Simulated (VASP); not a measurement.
Write the native input for VASP 6.6.1 that does the following.

```
Task                   : single point
Functional             : LDA
Potentials or basis    : VASP PAW LDA potentials, release 64 (Cd, Ag)
Cutoff                 : 520 eV
k mesh                 : 14 × 14 × 14
Occupations            : gaussian, width 0.15 eV
Spin                   : no spin polarisation
Dipole correction      : no
Further INCAR settings : ALGO = Fast; EDIFF = 1e-06; NBANDS = 18
```

The structure of CdAg lies in POSCAR:

```
CdAg
1.0
    3.4965000000      0.0000000000      0.0000000000
    0.0000000000      3.4965000000      0.0000000000
    0.0000000000      0.0000000000      3.3300000000
Cd Ag
1 1
Direct
    0.5000000000      0.5000000000      0.5000000000
    0.0000000000      0.0000000000      0.0000000000
```

The cell isn't the ideal one: strain +0.050 along x and y, +0.000 along z, atoms carried along.

The input as run:

INCAR

```
SYSTEM = CdAg
PREC = Accurate
ENCUT = 520
EDIFF = 1E-6
ISMEAR = 0
SIGMA = 0.15
LREAL = .False.
LASPH = .True.
NELM = 100
ALGO = Fast
ISIF = 2
LWAVE = .False.
LCHARG = .False.
NBANDS = 18
```

KPOINTS

```
regular mesh
0
Gamma
  14 14 14
  0 0 0
```

Potentials or basis: VASP PAW LDA potentials, release 64 (Cd, Ag).

Launch:

```bash
$ cat potpaw_LDA.64/Cd/POTCAR potpaw_LDA.64/Ag/POTCAR > POTCAR
$ mpirun -np 1 vasp_std > vasp.out
```

Results of the run:

| Property | Result |
| --- | --- |
| Pressure | -11.0 GPa |
| Band gap on the k mesh | none (metal or under the smearing width) |

Wall time 3.1 min on 1 thread of AMD EPYC 7R43 64-Core Processor (Zen 3) (shared host), peak memory 0.28 GiB.
